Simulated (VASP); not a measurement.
Consider the following.

```
MgSe
1.0
    0.00000     2.96797     2.96797
    2.96797     0.00000     2.96797
    2.96797     2.96797     0.00000
Mg Se
1 1
Direct
  0.00000   0.00000   0.00000
  0.25000   0.25000   0.25000
```

All values below come from PBEsol GGA, VASP's PBE PAW potentials (set 64) (plane waves; VASP). Settings: 400 eV cut-off, 7×7×7 Γ-centred mesh, Gaussian smearing of 0.050 eV, potentials Mg Se.

**Question.** Estimate the energy per atom (σ→0), band gap (on the k-mesh) with the smallest direct gap where there is one.

**Answer.** 
```json
{
  "band gap (on the k-mesh)": "2.52 eV",
  "smallest direct gap (on the k-mesh)": "2.52 eV",
  "energy per atom (σ→0)": "-4.002 eV/atom"
}
```

The absolute energy has meaning only against runs of the same code, potentials and settings.

The structure was generated: MgSe was put into the zinc blende type (F-43m), which need not be its known phase. It was relaxed first. The start is the result of an earlier pass.
